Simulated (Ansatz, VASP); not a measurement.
# Cross-check of ZnB2H46C20O8F8 between VASP and Ansatz, part 2 of 2

Wanted: the spread between two codes on one cell, functional and k mesh. The cell is taken from a series of runs on this material, whose earlier steps may have relaxed, scaled, displaced or heated it; both programs get it as it stands.

VASP 6.6.1 and Ansatz 0.2.0.

So far. Step 2 (VASP: single point, PBE with D3(BJ)): The run ends at a pressure of 2.20 GPa, with forces up to 4.9 eV/Å.

**3. Ansatz: single point, PBE with D3(BJ)**

Level of this step: Ansatz beside VASP: Kohn-Sham DFT, plane waves, PBE with D3(BJ) (Ansatz).

Ansatz runs on its default PAW (the set named soft_2) files.

The same cell, functional and mesh now go to Ansatz, which takes its cutoff from its data sets.

Input file input.yaml:

```yaml
crystal:
  lattice:
    - [10.20225, 0.0, 0.0]
    - [0.0, 10.20225, 0.0]
    - [0.0, 0.0, 10.20225]
  atoms:
    - { symbol: C, position: [0.1829, 0.31562, 0.24042] }
    - { symbol: O, position: [0.095, 0.42436, 0.27237] }
    - { symbol: C, position: [0.17803, 0.54262, 0.26332] }
    - { symbol: C, position: [0.09898, 0.65641, 0.31392] }
    - { symbol: O, position: [0.95478, 0.64183, 0.28508] }
    - { symbol: C, position: [0.9285, 0.74044, 0.17544] }
    - { symbol: H, position: [0.22056, 0.33579, 0.13507] }
    - { symbol: H, position: [0.1276, 0.22626, 0.23227] }
    - { symbol: H, position: [0.27051, 0.30797, 0.30476] }
    - { symbol: H, position: [0.20821, 0.56692, 0.16327] }
    - { symbol: H, position: [0.26841, 0.52562, 0.32611] }
    - { symbol: H, position: [0.13778, 0.75765, 0.2882] }
    - { symbol: H, position: [0.10046, 0.64377, 0.41966] }
    - { symbol: H, position: [0.94174, 0.84328, 0.21248] }
    - { symbol: H, position: [0.82348, 0.73136, 0.15281] }
    - { symbol: H, position: [0.98699, 0.71961, 0.08233] }
    - { symbol: C, position: [0.62342, 0.4194, 0.2626] }
    - { symbol: O, position: [0.73806, 0.47047, 0.31896] }
    - { symbol: C, position: [0.70129, 0.52981, 0.44094] }
    - { symbol: C, position: [0.82161, 0.54791, 0.52022] }
    - { symbol: O, position: [0.92945, 0.45904, 0.4751] }
    - { symbol: C, position: [0.00131, 0.40967, 0.58417] }
    - { symbol: H, position: [0.62482, 0.31543, 0.29367] }
    - { symbol: H, position: [0.63163, 0.41395, 0.16116] }
    - { symbol: H, position: [0.53298, 0.46853, 0.29985] }
    - { symbol: H, position: [0.64973, 0.44195, 0.49003] }
    - { symbol: H, position: [0.64269, 0.61587, 0.41842] }
    - { symbol: H, position: [0.7954, 0.53288, 0.61942] }
    - { symbol: H, position: [0.85602, 0.64832, 0.51149] }
    - { symbol: H, position: [0.08505, 0.35832, 0.53422] }
    - { symbol: H, position: [0.93055, 0.35132, 0.64732] }
    - { symbol: H, position: [0.05178, 0.48543, 0.64625] }
    - { symbol: C, position: [0.40242, 0.88069, 0.55138] }
    - { symbol: O, position: [0.34919, 0.94554, 0.45052] }
    - { symbol: C, position: [0.46195, 0.98183, 0.36953] }
    - { symbol: C, position: [0.43473, 0.98, 0.22354] }
    - { symbol: O, position: [0.45803, 0.85585, 0.16246] }
    - { symbol: C, position: [0.41623, 0.8543, 0.02992] }
    - { symbol: H, position: [0.32429, 0.87908, 0.61833] }
    - { symbol: H, position: [0.47162, 0.94271, 0.61259] }
    - { symbol: H, position: [0.44077, 0.77836, 0.53064] }
    - { symbol: H, position: [0.56244, 0.94335, 0.38711] }
    - { symbol: H, position: [0.48474, 0.07676, 0.40111] }
    - { symbol: H, position: [0.49683, 0.04752, 0.16972] }
    - { symbol: H, position: [0.33237, 0.00514, 0.21678] }
    - { symbol: H, position: [0.31733, 0.81342, 0.01783] }
    - { symbol: H, position: [0.49462, 0.80413, 0.97434] }
    - { symbol: H, position: [0.40831, 0.94719, 0.98331] }
    - { symbol: C, position: [0.36817, 0.27878, 0.75104] }
    - { symbol: C, position: [0.5141, 0.28175, 0.75583] }
    - { symbol: C, position: [0.54516, 0.25718, 0.89638] }
    - { symbol: O, position: [0.4319, 0.18632, 0.94833] }
    - { symbol: C, position: [0.3334, 0.17713, 0.85165] }
    - { symbol: H, position: [0.34127, 0.25421, 0.64552] }
    - { symbol: H, position: [0.31965, 0.36753, 0.75973] }
    - { symbol: H, position: [0.54077, 0.20517, 0.68931] }
    - { symbol: H, position: [0.56802, 0.36793, 0.72653] }
    - { symbol: H, position: [0.57374, 0.35109, 0.9572] }
    - { symbol: H, position: [0.6297, 0.18917, 0.90019] }
    - { symbol: H, position: [0.34479, 0.08555, 0.80359] }
    - { symbol: H, position: [0.23693, 0.19564, 0.9034] }
    - { symbol: C, position: [0.81694, 0.00933, 0.84226] }
    - { symbol: C, position: [0.89125, 0.04145, 0.72327] }
    - { symbol: C, position: [0.82955, 0.94452, 0.62469] }
    - { symbol: O, position: [0.8078, 0.82626, 0.71209] }
    - { symbol: C, position: [0.82074, 0.86323, 0.83994] }
    - { symbol: H, position: [0.71135, 0.03072, 0.82596] }
    - { symbol: H, position: [0.83855, 0.0648, 0.92622] }
    - { symbol: H, position: [0.87851, 0.14484, 0.68074] }
    - { symbol: H, position: [0.99914, 0.01759, 0.75237] }
    - { symbol: H, position: [0.8874, 0.91734, 0.54086] }
    - { symbol: H, position: [0.73269, 0.97163, 0.5908] }
    - { symbol: H, position: [0.74445, 0.83361, 0.90552] }
    - { symbol: H, position: [0.919, 0.82457, 0.86895] }
    - { symbol: B, position: [0.94572, 0.40704, 0.97865] }
    - { symbol: F, position: [0.07766, 0.40901, 0.00075] }
    - { symbol: F, position: [0.87383, 0.48083, 0.88859] }
    - { symbol: F, position: [0.89616, 0.43395, 0.11008] }
    - { symbol: F, position: [0.92844, 0.26682, 0.95913] }
    - { symbol: B, position: [0.8648, 0.12508, 0.31966] }
    - { symbol: F, position: [0.9722, 0.04142, 0.36773] }
    - { symbol: F, position: [0.91645, 0.25547, 0.31793] }
    - { symbol: F, position: [0.7555, 0.10811, 0.40309] }
    - { symbol: F, position: [0.81865, 0.13238, 0.19151] }
    - { symbol: Zn, position: [0.91402, 0.44228, 0.29113] }
kpoints:
  mp_grid: { grid: [1, 1, 1] }
hamiltonian:
  xc: pbe
  dispersion: d3bj
scf:
  occupations: { method: fixed }
output:
  forces: true
  stress: true
  populations: intrinsic
  dos:
    method: { smearing: { sigma: 0.08 } }
    de: 0.1
    projected: { site_lists: { B: [B], C: [C], F: [F], H: [H], O: [O] } }
  eigenvalues: true
  write_density: true
  write_potential: true
  volumetric_format: npy
```

Command:

```sh
> ansatz run input.yaml --threads 8 --pin off --max-ram 15872MiB --backend cpu --events-out ev --progress --plain --runs-dir out
```

Numbers of over 12 decimals in the logs are rounded to 6 here.

The program printed:

```text
Engine: ansatz 0.2.0, x86_64-unknown-linux-gnu
Pseudopotentials: kind: paw
Pseudopotential: C, paw, valence charge 4, recommended cutoff 420 eV (normal), C.paw.azcp
Pseudopotential: O, paw, valence charge 6, recommended cutoff 420 eV (normal), O.paw.azcp
Pseudopotential: H, paw, valence charge 1, recommended cutoff 420 eV (normal), H.paw.azcp
Pseudopotential: B, paw, valence charge 3, recommended cutoff 420 eV (normal), B.paw.azcp
Pseudopotential: F, paw, valence charge 7, recommended cutoff 420 eV (normal), F.paw.azcp
Pseudopotential: Zn, paw, valence charge 12, recommended cutoff 420 eV (normal), Zn.paw.azcp
Functional definition: PBE
  parameter kappa = 0.804
  parameter beta = 0.066725
  exchange = pbe_x(kappa = kappa, mu = beta*pi^2/3)
  correlation = pbe_c(beta = beta)
Crystal: 85 atoms, lattice volume = 1061.910 Å³
Basis set: ecut = 420 eV, 20719 PW (Γ), exchange–correlation on 144×144×144 points (8 copies of the dense FFT grid, shifted against one another)
Bands: 209, of which v1, the nominal top of the filled ones, is band 124 counted from 1 (123 counted from 0)
Symmetry: 1 space group operations
Space group: P1 (ITA 1), of the structure as read, at distance tolerance 1.0e-4 Å
k-points: 1
Non-local potential: C, projectors of the file, l = 0: 2, l = 1: 2, l = 2: 1
Non-local potential: O, projectors of the file, l = 0: 2, l = 1: 2, l = 2: 1
Non-local potential: H, projectors of the file, l = 0: 2, l = 1: 1
Non-local potential: B, projectors of the file, l = 0: 2, l = 1: 2, l = 2: 1
Non-local potential: F, projectors of the file, l = 0: 2, l = 1: 2, l = 2: 1
Non-local potential: Zn, projectors of the file, l = 0: 2, l = 1: 2, l = 2: 3, l = 3: 1
PAW form: soft (Blöchl's): semilocal exchange-correlation on the pseudo side does not see the compensation charge
PAW one-centre angular grid: C, 110 points (default); XC on 64 Gauss nodes
PAW one-centre angular grid: O, 110 points (default); XC on 64 Gauss nodes
PAW one-centre angular grid: H, 110 points (default); XC on 64 Gauss nodes
PAW one-centre angular grid: B, 110 points (default); XC on 64 Gauss nodes
PAW one-centre angular grid: F, 110 points (default); XC on 64 Gauss nodes
PAW one-centre angular grid: Zn, 590 points (default); XC on 64 Gauss nodes
Initial density: superposition of atomic densities (neutral atoms: chi_scale 0, normalization atom), corrected by the library's trained network
Initial wavefunctions: pseudopotential atomic-orbital guess
Functional: x = pbe(κ = 0.804, μ = 0.219515), c = pbe(β = 0.066725)
SCF iter   1: F=—  HF=-20392.513869 eV  |F-HF|=—  |Δ(HF+E_count)|=         —  Δρ=6.02e-3  dr2=8.40e-1  ethr=1.77e-3  ⟨swp⟩=5.0  Hψ=726  notcnv=0  defer=83
preconditioner: auto → Resta (q_TF=auto, 2.141 Å⁻¹)  ε∞=2.2  [insulator: Δε(μ)=4.590 eV  Ē_g=16.012 eV  n_scr=178 (ndim 8)  ℏωp=17.8 eV  f_vac=0.375  ε∞_Penn≈2.2]
SCF iter   2: F=—  HF=-20392.286606 eV  |F-HF|=—  |Δ(HF+E_count)|=   2.27e-1  Δρ=3.26e-3  dr2=2.09e-1  ethr=3.39e-4  ⟨swp⟩=2.0  Hψ=262  notcnv=0  defer=83
SCF iter   3: F=—  HF=-20392.230860 eV  |F-HF|=—  |Δ(HF+E_count)|=   5.57e-2  Δρ=1.80e-3  dr2=6.04e-2  ethr=8.41e-5  ⟨swp⟩=2.0  Hψ=296  notcnv=0  defer=83
SCF iter   4: F=—  HF=-20392.212602 eV  |F-HF|=—  |Δ(HF+E_count)|=   1.83e-2  Δρ=6.99e-4  dr2=7.11e-3  ethr=2.44e-5  ⟨swp⟩=3.0  Hψ=249  notcnv=0  defer=83
SCF iter   5: F=—  HF=-20392.210860 eV  |F-HF|=—  |Δ(HF+E_count)|=   1.74e-3  Δρ=2.35e-4  dr2=6.96e-4  ethr=2.87e-6  ⟨swp⟩=2.0  Hψ=354  notcnv=0  defer=83
SCF iter   6: F=—  HF=-20392.210803 eV  |F-HF|=—  |Δ(HF+E_count)|=   5.78e-5  Δρ=1.05e-4  dr2=9.65e-5  ethr=2.81e-7  ⟨swp⟩=2.0  Hψ=246  notcnv=0  defer=83
SCF iter   7: F=—  HF=-20392.211624 eV  |F-HF|=—  |Δ(HF+E_count)|=   8.21e-4  Δρ=4.65e-5  dr2=1.76e-5  ethr=3.89e-8  ⟨swp⟩=2.0  Hψ=258  notcnv=0  defer=82
SCF iter   8: F=—  HF=-20392.211620 eV  |F-HF|=—  |Δ(HF+E_count)|=   3.91e-6  Δρ=1.31e-5  dr2=1.91e-6  ethr=7.11e-9  ⟨swp⟩=2.0  Hψ=243  notcnv=0  defer=82
SCF iter   9: F=—  HF=-20392.211620 eV  |F-HF|=—  |Δ(HF+E_count)|=   1.80e-7  Δρ=5.68e-6  dr2=3.27e-7  ethr=7.72e-10  ⟨swp⟩=2.0  Hψ=253  notcnv=0  defer=83
SCF iter  10: F=-20392.211620 eV  HF=-20392.211620 eV  |F-HF|=2.74e-8  |Δ(HF+E_count)|=   3.27e-8  Δρ=2.26e-6  dr2=5.39e-8  ethr=4.03e-11  ⟨swp⟩=26.0  Hψ=2148  notcnv=0
SCF 1 converged in 10 iterations: F = -20392.211620 eV  dr2 = 5.39e-8
  greatest PAW one-centre occupation: 0.995 electrons in one spin orbital (limit 2), on the Zn atom at site 84 (counted from 0), in its partial waves of l = 2
[...]
atom   1  C      0.81032133     0.55525018    -2.37778651
  atom   2  O      4.90375800     0.27721656    -0.17354076
  atom   3  C     -0.07577696     0.00099536     0.01728355
  atom   4  C     -0.91111072     0.30847243     1.44035265
  atom   5  O      2.05908002     2.90249112    -1.98631302
  atom   6  C     -0.44412672    -0.40722323     0.04966756
  atom   7  H     -0.36942507    -0.32244673     1.58503205
  atom   8  H     -0.36806769    -0.41868402     0.42276414
  atom   9  H     -0.65780763     0.14551824     0.19271090
  atom  10  H      0.04308740    -0.80872385    -0.38746599
  atom  11  H     -0.82747120     0.31554490    -0.57348425
  atom  12  H     -0.47466595    -1.19176610     0.12460857
  atom  13  H     -0.02110466     0.50866267     0.53583496
  atom  14  H      0.30487147    -0.86323856    -0.09420985
  atom  15  H      0.14607233    -0.22494943    -0.04447116
  atom  16  H     -0.50055542     0.09530379     1.26109919
  atom  17  C     -0.89497477    -1.91619869     1.45802519
  atom  18  O     -2.14036218     2.04516714     0.02236780
  atom  19  C     -0.25060867    -3.26728650     0.37013905
  atom  20  C      1.48945614     1.15645363    -0.71819450
  atom  21  O     -1.78481741     1.90033320     3.16186733
  atom  22  C      0.91364575    -0.67227908     0.28702357
  atom  23  H     -0.64808108     0.01063242     0.07030496
  atom  24  H      0.10146429     0.47421424    -2.11863673
[...]
atom  78  F     -1.60622546     0.52204470    -1.79374635
  atom  79  F     -0.93452053     0.91194109    -0.51132359
  atom  80  B     -0.13056928    -0.25794294     0.14887510
  atom  81  F     -1.41890498     0.73687396    -1.35834249
  atom  82  F      0.93293698    -0.25611640     1.98089103
  atom  83  F      0.48944591     0.28180537    -0.01055825
  atom  84  F     -0.20119869    -2.29903873    -0.75809700
  atom  85  Zn     0.35533851     0.01435311    -0.70950787
  max |Σ_I F_I| component: 5.89e-5 eV/Å
--- Stress (GPa, compression-positive) ---
        0.920403       0.760304       0.243397
        0.760304       1.844045       0.651408
        0.243398       0.651409       3.488029
  P = ⅓ Tr σ = 2.0842 GPa (20.842 kbar)
--- Band table (eV) ---
  k-point 0: bands = [... 120 lower, -1.8059, -1.5300, -1.3400, -0.8991, 2.6587, 3.0052, 3.5922, 3.6116, ... 81 higher]
--- intrinsic populations: 85 sites ---
  site symbol       q [e]
     0      C      4.3084
     1      O      6.4365
     2      C      4.1311
     3      C      4.1371
     4      O      6.4554
     5      C      4.3120
     6      H      0.8202
     7      H      0.7744
     8      H      0.8383
     9      H      0.8121
    10      H      0.8338
    11      H      0.7997
    12      H      0.8104
    13      H      0.8017
    14      H      0.7942
    15      H      0.8280
    16      C      4.3211
    17      O      6.4383
    18      C      4.1162
    19      C      4.1655
    20      O      6.4449
    21      C      4.2828
    22      H      0.8085
    23      H      0.7769
[...]
77      F      7.4778
    78      F      7.4582
    79      B      2.1361
    80      F      7.4384
    81      F      7.4695
    82      F      7.4284
    83      F      7.4206
    84     Zn     10.4376
  spilling = 0.000000 (of n_electrons = 248.000000)
```

**4. Side by side**

Known differences besides the potentials themselves: fixed occupations in Ansatz, narrow Gaussian smearing in VASP; the cutoff is 420 eV in Ansatz and 600 eV in VASP (PREC = Accurate, projectors in real space). Total energies have different zeros and are not compared.

The two programs side by side:

```csv
quantity,Ansatz,VASP,difference
pressure (GPa),2.08,2.20,-0.12
gap on the k mesh (eV),3.558,3.551,+0.007
```

Forces on 9 of the 85 atoms, those with the largest forces and the largest differences (eV/Å; atoms numbered as in POSCAR):

```csv
atom,"Ansatz x, y, z","VASP x, y, z"
C6,"-0.251, -3.267, 0.370","-0.284, -3.205, 0.458"
C9,"0.898, -0.861, 2.899","0.958, -0.973, 3.067"
O21,"4.904, 0.277, -0.174","4.891, 0.267, -0.161"
O22,"2.059, 2.902, -1.986","2.007, 2.877, -1.968"
O24,"-1.785, 1.900, 3.162","-1.790, 1.907, 3.145"
O25,"1.479, 0.361, -3.302","1.332, 0.436, -3.403"
O28,"-0.764, -0.380, -2.978","-0.787, -0.471, -3.114"
F77,"1.654, 1.920, -1.220","1.869, 1.920, -1.182"
F84,"-0.201, -2.299, -0.758","-0.280, -2.290, -0.953"
```

The forces differ by 48 meV/Å r.m.s., which is 4.4 % of the r.m.s. force of 1.088 eV/Å (both taken over all components). A gap on the mesh is an upper bound, since the band edges may lie between its points.

**5. Results**

```yaml
r_m_s_force_difference_single_point_pbe_with_d3_bj: 4.4 % of the r.m.s. force
```

In words: The r.m.s. force difference is 4.4 % of the r.m.s. force (single point, PBE with D3(BJ)), beyond the 3 % picked in this series as the mark of a large difference. What causes the difference of the single point, PBE with D3(BJ) pair stays open here. How closely two codes agree says nothing of how well the functional describes the real material.

[Lines on the potential files, build, host, timing and source positions are cut from VASP's logs without a mark.]

[Logs are printed without paths, hosts, clocks, repeated set-up lines and the standing remarks that a program may print on its own settings, such as how far it seeks lower states.]

[Hosts, paths, dates, database ids (printed as entryN), source tags and the programs' standing remarks are cut or masked in the printed files.]
